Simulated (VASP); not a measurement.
## KZnF3: transverse stress against strain

KZnF3 (cubic perovskite, Pm-3m, 13.364 Å³/atom and stress up to 0.01 GPa in the relaxed cell, cube axes along x, y and z) under a strain ε along a cube axis (axis z), the other axes held. PBEsol in VASP (plane waves, PAW), 600 eV, 8×8×8 Γ-centred mesh, Gaussian smearing 0.05 eV; ions are relaxed, or left where forces stay under 0.02 eV/Å, within the symmetry of each cell. Stress is positive for a compressed cell.

Here s stands for strain and y for stress xx.

| strain (%) | stress xx (GPa) |
|---|---|
| -3.00 | ? |
| -1.50 | 0.82 |
| -1.00 | 0.51 |
| -0.50 | 0.26 |
| 0.00 | 0.00 |
| 0.50 | -0.28 |
| 1.00 | -0.49 |
| 1.50 | -0.77 |

Taking a straight line for y over the 7 complete rows: Means: s 0, y 0.007. About the means, the sum of products is -3.6550 and the sum of squares of s is 7.0000; the slope is their ratio. Least squares gives y = 0.007 - 0.5221·s. Residuals (row less fit): 0.030, -0.019, -0.008, -0.007, -0.026, 0.025, 0.006; standard error 0.023 (degrees of freedom: 5). The slope gives the elastic constant C12 = 52.2 ± 0.9 GPa (± standard error of the fit, which holds the terms cut off).

Q: Predict the withheld y at s = -3.00 from the fit, and compare with the calculation.

A: y = 0.007 - 0.5221 × (-3.0) = 1.573 GPa. The calculation gives 1.69 GPa, 0.117 GPa above the prediction (4.8 % of the range of y in the table). The row lies outside the fitted rows, so this is an extrapolation. From the scatter of the fitted rows alone, a prediction at this place has a standard error of 0.036 GPa, so the miss is 3.3 times that.

A polynomial of degree 2 through the 12 other runs of the series gives 1.66 there, so most of the miss is curvature that the fit leaves out. The primitive cell can neither tilt nor turn polar against its symmetry, as such crystals can under strain. Rows are the converged runs of the series near zero and its far end, less any whose ions stayed unrelaxed beside relaxed ones; series whose fitted rows scatter by over a few per cent of the range, as at a crossing or softening among them, aren't shown in this form. Most that stay on the fit to the last digits aren't either.
